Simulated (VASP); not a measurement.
Write the native input for VASP 6.6.1 that does the following.

```
Task                   : single point
Functional             : PBE
Potentials or basis    : VASP PAW PBE potentials, release 64 (Ta_pv, P)
Cutoff                 : 520 eV
k mesh                 : 4 × 4 × 4
Occupations            : gaussian, width 0.1 eV
Spin                   : no spin polarisation
Dipole correction      : no
Further INCAR settings : ALGO = Normal; EDIFF = 1e-07; NBANDS = 54
```

The structure of Ta3P2 lies in POSCAR:

```
Ta3P2
1.0
    0.0000000000      4.1647923857      6.3195465003
    3.8922082144      0.0000000000      6.3195465003
    3.8922082144      4.1647923857      0.0000000000
Ta P
6 4
Direct
    0.7197000000      0.1333000000      0.2803000000
    0.8667000000      0.2803000000      0.1333000000
    0.2803000000      0.8667000000      0.7197000000
    0.1333000000      0.7197000000      0.8667000000
    0.8519000000      0.8519000000      0.1481000000
    0.1481000000      0.1481000000      0.8519000000
    0.7180000000      0.2820000000      0.7180000000
    0.2820000000      0.7180000000      0.2820000000
    0.2500000000      0.2500000000      0.2500000000
    0.7500000000      0.7500000000      0.7500000000
```

The cell was built by a generator and needn't be a form met in nature.

These files were run (other wordings do the same):

INCAR

```
  ALGO = Normal
  EDIFF = 1E-7
  ENCUT = 520
  GGA = PE
  ISIF = 2
  ISMEAR = 0
  LASPH = True
  LCHARG = True
  LELF = True
  LREAL = False
  LVHAR = True
  LWAVE = False
  NBANDS = 54
  NELM = 60
  PREC = Accurate
  SIGMA = 0.1
```

KPOINTS

```
k-points
0
Gamma
  4 4 4
```

Potentials or basis: VASP PAW PBE potentials, release 64 (Ta_pv, P).

Launch:

```sh
$ cat potpaw_PBE.64/Ta_pv/POTCAR potpaw_PBE.64/P/POTCAR > POTCAR
$ mpirun -np 1 vasp_std > vasp.out
```

Results of the run:

```yaml
Pressure: 65.1 GPa
Largest_force: 26.932 eV/Å
Band_gap_on_the_k_mesh: none (metal or under the smearing width)
```

Caveat: a pressure of tens of GPa on the cell as given is suspect, and the run, the potentials or the cell itself is likely at fault; forces of over 1 eV/Å show positions far from the minimum, so gaps and moduli don't describe the material at rest.

Run time: 3.7 min on 1 thread of Intel(R) Xeon(R) Platinum 8488C (Sapphire Rapids), on a shared host, peak memory 0.43 GiB.
